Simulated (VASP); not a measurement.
A run of VASP 6.6.1:

The input INCAR:

```
PREC = Accurate ; ENCUT = 520
EDIFF = 1E-7 ; ISMEAR = 0
SIGMA = 0.1 ; LREAL = F
LASPH = T ; NELM = 120
ALGO = Normal ; ISIF = 3
LWAVE = F ; LCHARG = F
GGA = PE ; IBRION = 2
NSW = 60 ; EDIFFG = -0.005
POTIM = 0.3 ; KPAR = 4
```

Contents of KPOINTS:

```
regular mesh
0
Gamma
  10 10 6
```

File POSCAR:

```
Ga2SnO                                  
1.0
    3.1051032396     -0.0000000000     -0.0000000000
    0.0000000000      3.1051032396      0.0000000000
    0.0000000000      0.0000000000      7.9684178225
  Ga              Sn              O             
     2     1     1
Direct
     0.5000000000000000    0.0000000000000000    0.6696934057258692
     0.0000000000000000    0.5000000000000000    0.3303065942741310
     0.0000000000000000    0.0000000000000000    0.0000000000000000
     0.5000000000000000    0.5000000000000000    0.5000000000000000
```

Potentials or basis: VASP PAW PBE potentials, release 64 (Ga_d, Sn_d, O).

Launch:

```console
$ cat potpaw_PBE.64/Ga_d/POTCAR potpaw_PBE.64/Sn_d/POTCAR potpaw_PBE.64/O/POTCAR > POTCAR
$ mpirun -np 4 vasp_std > vasp.out
```

Hardware: 4 MPI ranks on Intel(R) Xeon(R) Platinum 8488C (Sapphire Rapids) (shared host).

Q: Estimate the wall time of this run.

A: It took 3.8 min on 4 MPI ranks on Intel(R) Xeon(R) Platinum 8488C (Sapphire Rapids) (shared host), peak memory 0.3 GiB a rank. Counts: scf iterations 61, k points 84, ion steps 7.
